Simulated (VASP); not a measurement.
A convergence study with VASP on SrO (rock salt): one setting is varied, all else stays as given below, so the limit is that of these other settings.

```xyz
2
Lattice="0.0000 2.5800 2.5800 2.5800 0.0000 2.5800 2.5800 2.5800 0.0000" Properties=species:S:1:pos:R:3 pbc="T T T"
Sr     0.0000     0.0000     0.0000
O      2.5800     2.5800     2.5800
```

Computed with PBE GGA, VASP's PBE PAW potentials (set 64) (plane waves; VASP 6.6.1). The tightest run used: 700 eV cut-off, 18×18×18 Γ-centred mesh, Gaussian smearing of 0.050 eV, potentials Sr_sv O.

The settings run are 1×1×1 mesh; 2×2×2 mesh; 3×3×3 mesh; 4×4×4 mesh; 6×6×6 mesh; 7×7×7 mesh; 9×9×9 mesh; 11×11×11 mesh; 12×12×12 mesh; 13×13×13 mesh; 14×14×14 mesh; 15×15×15 mesh; 17×17×17 mesh; 18×18×18 mesh. From which on does the stress (every component) stay within 0.5 GPa of the tightest run?

From 2×2×2 mesh on: it is off by 0.48 there and by no more than 0.5 in any finer run, while 1×1×1 mesh is off by 38.39.
| setting | E (eV/atom) | pressure (GPa) | irreducible k-points | difference judged (GPa) |
|---|---|---|---|---|
| 1×1×1 mesh | -2.2382 | 40.63 | 1 | 38.39 |
| 2×2×2 mesh | -5.9270 | 2.72 | 3 | 0.48 |
| 3×3×3 mesh | -6.0141 | 2.39 | 4 | 0.15 |
| 4×4×4 mesh | -6.0246 | 2.27 | 8 | 0.03 |
| 6×6×6 mesh | -6.0262 | 2.24 | 16 | 0.00 |
| 7×7×7 mesh | -6.0263 | 2.24 | 20 | 0.00 |
| 9×9×9 mesh | -6.0263 | 2.24 | 35 | 0.00 |
| 11×11×11 mesh | -6.0263 | 2.24 | 56 | 0.00 |
| 12×12×12 mesh | -6.0263 | 2.24 | 72 | 0.00 |
| 13×13×13 mesh | -6.0263 | 2.24 | 84 | 0.00 |
| 14×14×14 mesh | -6.0263 | 2.24 | 104 | 0.00 |
| 15×15×15 mesh | -6.0263 | 2.24 | 120 | 0.00 |
| 17×17×17 mesh | -6.0263 | 2.24 | 165 | 0.00 |
| 18×18×18 mesh | -6.0263 | 2.24 | 195 | 0.00 |

Left out are rungs that failed or repeat a setting and relaxations that didn't move; long series are thinned to 24 rows.

The compound is SrO in the rock salt structure. The cell was not relaxed at this level.
